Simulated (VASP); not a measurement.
A convergence study with VASP on CoAl (CsCl type): a few settings are varied, all else stays as given below, so the limit is that of these other settings.

```xyz
2
Lattice="2.8600 0.0000 0.0000 0.0000 2.8600 0.0000 0.0000 0.0000 2.8600" Properties=species:S:1:pos:R:3 pbc="T T T"
Al     1.4300     1.4300     1.4300
Co     0.0000     0.0000     0.0000
```

The numbers are results of PBE GGA, VASP's PBE PAW potentials (set 64) (plane waves; VASP), not measurements. The last row used: 550 eV cut-off, 20×20×20 Γ-centred mesh, second-order Methfessel-Paxton smearing of 0.40 eV, potentials Al Co.

```tsv
setting	E (eV/atom)	pressure (GPa)	irreducible k-points
ISMEAR = -1, SIGMA = 0.01, 7×7×7 mesh	-5.9957	-1.76	20
ISMEAR = -1, SIGMA = 0.2, 7×7×7 mesh	-5.9888	-0.71	20
ISMEAR = 0, SIGMA = 0.01, 7×7×7 mesh	-5.9956	-1.76	20
ISMEAR = 0, SIGMA = 0.2, 7×7×7 mesh	-5.9953	-1.66	20
ISMEAR = 1, SIGMA = 0.01, 7×7×7 mesh	-5.9956	-1.76	20
ISMEAR = 1, SIGMA = 0.2, 7×7×7 mesh	-5.9961	-1.85	20
ISMEAR = 2, SIGMA = 0.01, 7×7×7 mesh	-5.9956	-1.76	20
ISMEAR = 2, SIGMA = 0.2, 7×7×7 mesh	-5.9964	-1.82	20
ISMEAR = -1, SIGMA = 0.05, 14×14×14 mesh	-5.9940	-1.57	120
ISMEAR = -1, SIGMA = 0.2, 14×14×14 mesh	?	?	120
ISMEAR = 0, SIGMA = 0.05, 14×14×14 mesh	-5.9943	-1.60	120
ISMEAR = 0, SIGMA = 0.2, 14×14×14 mesh	-5.9938	-1.46	120
ISMEAR = 1, SIGMA = 0.05, 14×14×14 mesh	-5.9943	-1.61	120
ISMEAR = 1, SIGMA = 0.2, 14×14×14 mesh	-5.9938	-1.60	120
ISMEAR = 2, SIGMA = 0.05, 14×14×14 mesh	-5.9943	-1.61	120
ISMEAR = 2, SIGMA = 0.2, 14×14×14 mesh	-5.9940	-1.61	120
ISMEAR = -1, SIGMA = 0.05, 20×20×20 mesh	-5.9938	-1.53	286
ISMEAR = -1, SIGMA = 0.4, 20×20×20 mesh	-5.9678	2.79	286
ISMEAR = 0, SIGMA = 0.05, 20×20×20 mesh	-5.9939	-1.61	286
ISMEAR = 0, SIGMA = 0.4, 20×20×20 mesh	?	?	286
ISMEAR = 1, SIGMA = 0.05, 20×20×20 mesh	-5.9939	-1.62	286
ISMEAR = 1, SIGMA = 0.4, 20×20×20 mesh	-5.9932	-1.56	286
ISMEAR = 2, SIGMA = 0.05, 20×20×20 mesh	-5.9939	-1.62	286
ISMEAR = 2, SIGMA = 0.4, 20×20×20 mesh	-5.9926	-1.52	286
```

Question: Some entries are withheld; supply them.

Answer: 
- ISMEAR = 0, SIGMA = 0.4, 20×20×20 mesh, E (eV/atom): -5.9931
- ISMEAR = 0, SIGMA = 0.4, 20×20×20 mesh, pressure (GPa): -1.09
- ISMEAR = -1, SIGMA = 0.2, 14×14×14 mesh, E (eV/atom): -5.9898
- ISMEAR = -1, SIGMA = 0.2, 14×14×14 mesh, pressure (GPa): -0.70

Left out are rungs that failed or repeat a setting and relaxations that didn't move; long series are thinned to 24 rows.

The compound is CoAl in the CsCl type structure. The cell was not relaxed at this level. The run is not spin-polarised, so no magnetic state was tried.
